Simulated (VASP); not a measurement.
All values below come from PBE GGA with D3 dispersion (Becke-Johnson damping), VASP's PBE PAW potentials (set 64) (plane waves; VASP).

The input files of a VASP run:

### POSCAR
```
LiH
1
   -0.0000000000     1.9339132286     1.9339132286
    1.9339132286    -0.0000000000     1.9339132286
    1.9339132286     1.9339132286    -0.0000000000
Li H
1 1
Direct
  0.0000000000   1.0000000000   0.0000000000
  0.5000000000   0.5000000000   0.5000000000
```

### INCAR
```
SYSTEM  =  LiH
PREC  =  Accurate; ENCUT  =  520; LREAL  =  F
LASPH  =  T
EDIFF  =  1E-6; NELM  =  100; ALGO  =  Normal
ISMEAR  =  0; SIGMA  =  0.05
GGA  =  PE; IVDW  =  12
IBRION  =  2; NSW  =  60; ISIF  =  3
EDIFFG  =  -0.01
LWAVE  =  F; LCHARG  =  F
```

### KPOINTS
```
Automatic
0
G
11 11 11
```

POTCAR, in this order: Li_sv H (PBE.64 set). Program: vasp_std.

The run wrote:

### OSZICAR
```
       N       E                     dE             d eps       ncg     rms          rms(c)
DAV:   1    -0.191584466968E+01   -0.19158E+01   -0.14455E+03   708   0.610E+02
DAV:   2    -0.626098383108E+01   -0.43451E+01   -0.41776E+01   936   0.638E+01
DAV:   3    -0.635461722746E+01   -0.93633E-01   -0.93633E-01   798   0.772E+00
DAV:   4    -0.635524244778E+01   -0.62522E-03   -0.62522E-03   918   0.648E-01
DAV:   5    -0.635524395454E+01   -0.15068E-05   -0.15068E-05   816   0.250E-02    0.294E+00
DAV:   6    -0.616892878702E+01    0.18632E+00   -0.14749E-01   798   0.181E+00    0.150E+00
DAV:   7    -0.610387383210E+01    0.65055E-01   -0.20513E-01   882   0.235E+00    0.228E-01
DAV:   8    -0.610560220254E+01   -0.17284E-02   -0.50152E-03   804   0.646E-01    0.455E-02
DAV:   9    -0.610555149690E+01    0.50706E-04   -0.26056E-04   990   0.997E-02    0.784E-03
DAV:  10    -0.610554486123E+01    0.66357E-05   -0.59015E-06   750   0.220E-02    0.186E-03
DAV:  11    -0.610554380947E+01    0.10518E-05   -0.23496E-07   438   0.445E-03    0.456E-04
DAV:  12    -0.610554332240E+01    0.48707E-06   -0.31416E-08   336   0.178E-03
   1 F= -.64762584E+01 E0= -.64762584E+01  d E =-.647626E+01
```

File OUTCAR:
```
------------------------ aborting loop because EDIFF is reached ----------------------------------------
 Edisp (eV)   -0.37072
  FORCE on cell =-STRESS in cart. coord.  units (eV):
  Direction    XX          YY          ZZ          XY          YZ          ZX
  --------------------------------------------------------------------------------------
  Total       0.00518     0.00518     0.00518     0.00000    -0.00000     0.00000
  in kB       0.57397     0.57397     0.57397     0.00000    -0.00000     0.00000
  external pressure =        0.57 kB  Pullay stress =        0.00 kB
  volume of cell :       14.47
      direct lattice vectors                 reciprocal lattice vectors
     0.000000000  1.933913229  1.933913229    -0.258543141  0.258543141  0.258543141
     1.933913229  0.000000000  1.933913229     0.258543141 -0.258543141  0.258543141
     1.933913229  1.933913229  0.000000000     0.258543141  0.258543141 -0.258543141
  FREE ENERGIE OF THE ION-ELECTRON SYSTEM (eV)
  ---------------------------------------------------
  free  energy   TOTEN  =        -6.4762583507 eV

  energy  without entropy=       -6.4762583507  energy(sigma->0) =       -6.47625835

 reached required accuracy - stopping structural energy minimisation
```
(Selected blocks of OUTCAR.)

The compound is LiH in the rock salt structure. It was relaxed first, which changed the volume by -15 %. The start is the result of an earlier pass.
